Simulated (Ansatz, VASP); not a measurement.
# Sc: VASP beside Ansatz, part 2 of 2

Aim: how closely do two programs agree when they are given the same cell, functional and k mesh? Of the first pair: The structure shown is the end of the Ansatz relaxation below.

VASP 6.6.1 and Ansatz 0.2.0.

So far. Step 3 (VASP: single point, PBEsol): The run ends at a pressure of 0.58 GPa.

### Step 6. Ansatz: zone-centre phonons, PBEsol, pair 2

Level of this step: Ansatz beside VASP: Kohn-Sham DFT, plane waves, PBEsol (Ansatz).

The same cell, functional, mesh and smearing now go to Ansatz, which takes its cutoff from its data sets.

The cell is taken from a series of runs on this material, whose earlier steps may have relaxed, scaled, displaced or heated it; both programs get it as it stands.

File input.yaml:

```yaml
crystal:
  lattice:
    - [3.1698790034, 0.0, 0.0]
    - [-1.5849395017, 2.7451957438, 0.0]
    - [0.0, 0.0, 4.8885942093]
  atoms:
    - { symbol: Sc, position: [0.3333333333, 0.6666666667, 0.25] }
    - { symbol: Sc, position: [0.6666666667, 0.3333333333, 0.75] }
kpoints:
  mp_grid: { grid: [15, 15, 8] }
hamiltonian:
  xc: pbesol
  pseudopotentials: { kind: paw, azcp: { folder: soft_1 }, xc_functional: pbe }
scf:
  occupations: { method: methfessel_paxton, width: 0.2 }
output:
  eigenvalues: true
phonons:
  method: dfpt
```

Launch:

```bash
$ ansatz run input.yaml --threads 4 --pin off --max-ram 10240MiB --backend cpu --events-out ev --progress --plain --runs-dir out
```

Numbers of over 12 decimals in the logs are rounded to 6 here.

The log of the run:

```text
zone centre: on kpoints.mp_grid the ground state, and the responses unless they are solved on pairs of k-points, stand on 320 of the mesh's 1800 k-points, reduced under 4 symmetry operations, with k and −k counted as one. Each operation leaves every solved displacement unchanged or reverses it
[...]
Crystal: 2 atoms, lattice volume = 42.540 Å³
[...]
k mesh reduced under 4 symmetry operations, with k and −k counted as one. Each operation leaves every solved displacement unchanged or reverses it
  ASR residual: 1.190e-5 → 0.000e0 eV/Å²; symmetrization residual: 4.934e-13 eV/Å²
  ASR residual per site (eV/Å²): 1.19e-5 1.19e-5
  Γ frequencies (cm⁻¹): 0.00 0.00 0.00 143.93 143.93 272.60
  non-analytic LO–TO correction: not included (Born effective charges unavailable; polar crystals: no LO–TO splitting at Γ)
[key lines of the parts left out:]
SCF converged after 8 iterations
Free energy (F): -4222.645263 eV
Fermi energy:    10.776077 eV
```

### Step 7. Differences

The two programs side by side:

```csv
quantity,Ansatz,VASP,difference
optical mode 1 to 2 (cm⁻¹),143.9,143.7,+0.18 %
optical mode 3 (cm⁻¹),272.6,273.0,-0.16 %
```

Modes are paired by rising frequency, not by their patterns, so a pair may set unlike modes beside each other; they are those without the splitting of longitudinal modes.

### Step 8. Ansatz: zone-centre phonons, PBEsol, pair 3

Second derivatives magnify differences that forces hide, and they need a tight electronic threshold. The cell compared in this pair holds 43.49 Å³, against 42.54 Å³ for the pair before.

The cell is taken from a series of runs on this material, whose earlier steps may have relaxed, scaled, displaced or heated it; both programs get it as it stands.

input.yaml: that of step 6 with these lines changed.

```diff
@@ -2,5 +2,5 @@
   lattice:
-    - [3.1698790034, 0.0, 0.0]
-    - [-1.5849395017, 2.7451957438, 0.0]
-    - [0.0, 0.0, 4.8885942093]
+    - [3.192001809, 0.0, 0.0]
+    - [-1.5960009045, 2.7643546555, 0.0]
+    - [0.0, 0.0, 4.9282010813]
   atoms:
```

The log of the run:

```text
[...]
Crystal: 2 atoms, lattice volume = 43.486 Å³
Basis set: ecut = 420 eV, 881 PW (Γ), exchange–correlation on 48×48×72 points (8 copies of the dense FFT grid, shifted against one another)
Bands: 15, of which v1, the nominal top of the filled ones, is band 11 counted from 1 (10 counted from 0)
Symmetry: 24 space group operations
k-points: 320 of 1800 (irreducible under 4 space group operations, time reversal used)
[...]
k-point 1: bands = [... 7 lower, -16.7861, 5.2860, 8.5853, 11.4149, 12.1574, 12.1574, 12.5208, 12.6986]
  k-point 2: bands = [... 7 lower, -16.8202, 5.6373, 8.2241, 11.2746, 12.0603, 12.0603, 12.2825, 12.5007]
  k-point 319: bands = [... 7 lower, -16.8813, 9.0740, 9.0740, 10.6755, 10.6755, 11.3264, 11.3264, 12.9982]
[...]
ASR residual: 4.644e-5 → 0.000e0 eV/Å²; symmetrization residual: 8.131e-13 eV/Å²
  ASR residual per site (eV/Å²): 4.64e-5 4.64e-5
  Γ frequencies (cm⁻¹): 0.00 0.00 0.00 141.84 141.84 264.97
[...]
[key lines of the parts left out:]
SCF converged after 8 iterations
Free energy (F): -4222.682433 eV
Fermi energy:    10.499523 eV
```

### Step 9. VASP: zone-centre phonons, PBEsol, pair 3

The same cell, functional, mesh and smearing now go to VASP, with its own data sets.

File INCAR:

```
SYSTEM = Sc
PREC = Accurate
ENCUT = 500
EDIFF = 1E-08
NELM = 120
ISMEAR = 1
SIGMA = 0.2
LREAL = .FALSE.
ALGO = Normal
GGA = PS
NBANDS = 17
LASPH = .TRUE.
LORBIT = 11
LWAVE = .FALSE.
LCHARG = .FALSE.
ISIF = 2
IBRION = 8
GGA_COMPAT = .FALSE.
KPAR = 2
```

File POSCAR:

```
Sc
1.0
    3.1920018090      0.0000000000      0.0000000000
   -1.5960009045      2.7643546555      0.0000000000
    0.0000000000      0.0000000000      4.9282010813
Sc
2
Direct
    0.3333333333      0.6666666667      0.2500000000
    0.6666666667      0.3333333333      0.7500000000
```

File KPOINTS:

```
Automatic mesh
0
Gamma
15 15 8
0 0 0
```

PAW data sets: Sc_sv (PBE family, release 64).

Launch:

```bash
$ mpirun -np 2 vasp_std
```

The log of the run:

```text
[... set-up lines as in an earlier step ...]
 entering main loop
       N       E                     dE             d eps       ncg     rms          rms(c)
DAV:   1     0.351352115050E+03    0.35135E+03   -0.10895E+04  4590   0.137E+03
DAV:   2     0.518766959327E+01   -0.34616E+03   -0.34018E+03  5638   0.576E+02
DAV:   3    -0.140669154563E+02   -0.19255E+02   -0.18594E+02  7527   0.162E+02
DAV:   4    -0.144761881890E+02   -0.40927E+00   -0.33391E+00  6632   0.191E+01
[...]
DAV:  13    -0.131482360137E+02    0.35629E-06   -0.18283E-08  4361   0.174E-03    0.605E-05
DAV:  14    -0.131482360601E+02   -0.46364E-07   -0.10186E-09  3571   0.709E-04    0.297E-05
DAV:  15    -0.131482360623E+02   -0.21701E-08   -0.44734E-10  3337   0.422E-04
   1 F= -.13148236E+02 E0= -.13147832E+02  d E =-.121137E-02
 Linear response reoptimize wavefunctions to high precision
DAV:   1    -0.131482360644E+02   -0.21009E-08   -0.19025E-10  3449   0.342E-04
DAV:   2    -0.131482360644E+02   -0.59117E-11   -0.99868E-11  3260   0.202E-04
 Linear response DOF=           2
 Linear response progress:
[...]
RMM:  31    -0.732763664584E+00   -0.83090E-09   -0.53656E-07 49049   0.535E-03    0.115E-06
RMM:  32    -0.732763664046E+00    0.53817E-09   -0.53569E-07 49530   0.535E-03    0.108E-06
RMM:  33    -0.732763664275E+00   -0.22936E-09   -0.53283E-07 49499   0.535E-03    0.105E-06
 first order change of Fermi-energy   0.15900E-04
 force on displaced ion       1 direction 1 :  -1.647   0.001   0.000
 Linear response progress:
  Degree of freedom:   2/  2
       N       E                     dE             d eps       ncg     rms          rms(c)
RMM:   1    -0.807264086703E+00   -0.80726E+00   -0.66712E+01  6611   0.219E+02
RMM:   2    -0.805621938517E+00    0.16421E-02   -0.16305E-01  9922   0.479E+00    0.137E-01
RMM:   3    -0.806288000474E+00   -0.66606E-03   -0.10256E-02 11132   0.970E-01    0.501E-02
RMM:   4    -0.805188748683E+00    0.10993E-02   -0.14889E-03 12267   0.293E-01    0.158E-02
[...]
RMM:  20    -0.804968886767E+00   -0.15213E-06   -0.39321E-06 15599   0.575E-03    0.153E-06
RMM:  21    -0.804968703147E+00    0.18362E-06   -0.16402E-06 15348   0.575E-03    0.175E-06
RMM:  22    -0.804968842855E+00   -0.13971E-06   -0.35196E-06 15684   0.575E-03    0.178E-06
 first order change of Fermi-energy   0.56605E-04
 force on displaced ion       1 direction 3 :   0.000   0.000  -5.813
 Linear response finished
```

From OUTCAR (step 9):

```text
  Total        1.4872970      1.4872970      1.4898128      0.0000000      0.0000000      0.0000000
  in kB       54.7977823     54.7977823     54.8904738      0.0000000      0.0000000      0.0000000
  external PRESSURE =      54.8286795 kB  Pullay stress =       0.0000000 kB

 POSITION                                       TOTAL-FORCE (eV/Angst)
 -----------------------------------------------------------------------------------
     -0.00000      1.84290      1.23205        -0.000000     -0.000000      0.000000
      1.59600      0.92145      3.69615         0.000000      0.000000      0.000000
 -----------------------------------------------------------------------------------
    total drift:                               -0.000000      0.000000     -0.000000

[... 1 part as in an earlier step ...]

[... 1 further part left out ...]
```

### Step 10. Side by side

Compared:

```csv
quantity,Ansatz,VASP,difference
optical mode 1 to 2 (cm⁻¹),141.8,141.1,+0.50 %
optical mode 3 (cm⁻¹),265.0,265.2,-0.08 %
```

Modes are paired by rising frequency, not by their patterns, so a pair may set unlike modes beside each other; they are those without the splitting of longitudinal modes.

### Step 11. What came out

| Item | Value |
| --- | --- |
| difference in pressure (single point, PBEsol) | 0.0038 GPa |
| r.m.s. difference of the optical zone-centre modes, each program's sorted by frequency (zone-centre phonons, PBEsol, pair 2) | 0.33 cm⁻¹ |
| r.m.s. difference of the optical zone-centre modes, each program's sorted by frequency (zone-centre phonons, PBEsol, pair 3) | 0.59 cm⁻¹ |

In words: The difference in pressure is 0.0038 GPa (single point, PBEsol), within the 1 GPa picked in this series as the mark of a large difference. How closely two codes agree says nothing of how well the functional describes the real material.

[Lines on the potential files, build, host, timing and source positions are cut from VASP's logs without a mark.]

[Logs are printed without paths, hosts, clocks, repeated set-up lines and the standing remarks that a program may print on its own settings, such as how far it seeks lower states.]

[Hosts, paths, dates, database ids (printed as entryN), source tags and the programs' standing remarks are cut or masked in the printed files.]
